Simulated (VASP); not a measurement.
F2GeBr2, in a box:

```
CELL_PARAMETERS angstrom
12.00000 0.00000 0.00000
0.00000 13.00000 0.00000
0.00000 0.00000 12.00000
ATOMIC_POSITIONS crystal
F 0.61101 0.38470 0.53608
F 0.44570 0.50183 0.62498
Ge 0.51325 0.47529 0.50293
Br 0.39115 0.40752 0.38069
Br 0.59972 0.61853 0.44223
```

Program: VASP 6.6.1. Alike in all runs: task single point; no spin polarisation; cell as given; k mesh 1 × 1 × 1; smearing gaussian 0.01 eV.

Question: Order these runs on this cell by their band gap on the k mesh, lowest first.
A. level HSE06; potentials or basis VASP PAW PBE potentials, release 64 (F_h, Ge_h, Br); cutoff (eV) 900; grid for exact exchange (PRECFOCK) Fast; screening parameter 0.2 1/A
B. level B3LYP; potentials or basis VASP PAW PBE potentials, release 64 (F, Ge_d, Br); cutoff (eV) 520; grid for exact exchange (PRECFOCK) Normal; exchange at q = 0 default
C. level r2SCAN+D3(BJ); potentials or basis VASP PAW PBE potentials, release 64 (F_s, Ge_d, Br); cutoff (eV) 400

Answer: C (4.90 eV), A (5.89 eV), B (6.04 eV).

Runs at the PBE level aren't shown here.
